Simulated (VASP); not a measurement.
**W: relaxation of the atoms with PBE**

The system is W.

```xyz
1
Lattice="-1.5923 1.5923 1.5923 1.5923 -1.5923 1.5923 1.5923 1.5923 -1.5923" Properties=species:S:1:pos:R:3 pbc="T T T"
W     0.0000    0.0000    0.0000
```

```json
{
  "Program": "VASP 6.6.1",
  "Task": "relaxation of the atoms",
  "Functional": "PBE",
  "Potentials or basis": "VASP PAW PBE potentials, release 64 (W_sv)",
  "Cutoff": "600 eV",
  "k mesh": "16 × 16 × 16",
  "Occupations": "methfessel-paxton, width 0.1 eV",
  "Spin": "no spin polarisation",
  "Further INCAR settings": "ALGO = Normal; EDIFF = 1e-07; IBRION = 2; EDIFFG = -0.01; NSW = 40"
}
```

| Quantity | Value |
| --- | --- |
| Pressure after relaxing | 0.0 GPa |
| Band gap on the k mesh | none (metal or under the smearing width) |

Final structure:
```
W
1.0
    -1.59231    1.59231    1.59231
     1.59231   -1.59231    1.59231
     1.59231    1.59231   -1.59231
W
1
Direct
  0.00000 0.00000 0.00000
```

Levels at points of the mesh, in eV from the Fermi level:
| k point | band 4 | band 5 | band 6 | band 7 | band 8 | band 9 | band 10 | band 11 |
| --- | --- | --- | --- | --- | --- | --- | --- | --- |
| (0.00, 0.00, 0.00) | -37.84 | -9.58 | -1.24 | -1.24 | -1.24 | 2.17 | 2.17 | 14.43 |
| (0.50, 0.00, 0.00) | -37.84 | -6.20 | -3.52 | 0.57 | 2.06 | 3.01 | 5.94 | 10.74 |
| (0.50, 0.50, 0.50) | -38.69 | -5.73 | -5.73 | 4.99 | 4.99 | 4.99 | 8.05 | 8.05 |

It took 12 s on 1 thread of Intel(R) Xeon(R) 6975P-C (Granite Rapids) (shared host), peak memory 0.16 GiB.

Caveat: the relaxation stopped at its first step, so nothing moved. The run has no spin-orbit coupling, so splittings on W are missing.
